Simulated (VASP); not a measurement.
Here is the system:

```
PtS2
1.0
    1.77532    -3.07495     0.00000
    1.77532     3.07495     0.00000
    0.00000     0.00000     4.81924
Pt S
1 2
Cartesian
  0.00000   0.00000   0.00000
  1.77532   1.02499   1.20863
  1.77532  -1.02499   3.61061
```

Level of theory: rev-vdW-DF2, VASP's PBE PAW potentials (set 64) (plane waves; VASP). Settings: 520 eV cut-off, 7×7×5 Γ-centred mesh, Gaussian smearing of 0.050 eV, potentials Pt S.

Task: The ions and cell shape at fixed volume are relaxed. Which structure does the run end with?

Result: 
```
PtS2
1.0
    1.79254    -3.10477     0.00000
    1.79254     3.10477     0.00000
    0.00000     0.00000     4.72711
Pt S
1 2
Cartesian
  0.00000   0.00000   0.00000
  1.79254   1.03493   1.21663
  1.79254  -1.03493   3.51048
```
Space group P-3m1 (164), at a tolerance of 0.03 Å.

Task: How much energy does the relaxation gain?

Result: The energy (σ→0) changes by -5.7 meV/atom, in 6 ionic steps.

The compound is PtS2 in the 1T layered structure. This cell is one point of a volume scan, at 0.97 of the reference volume. Symmetry was kept, so distortions that lower it aren't found.
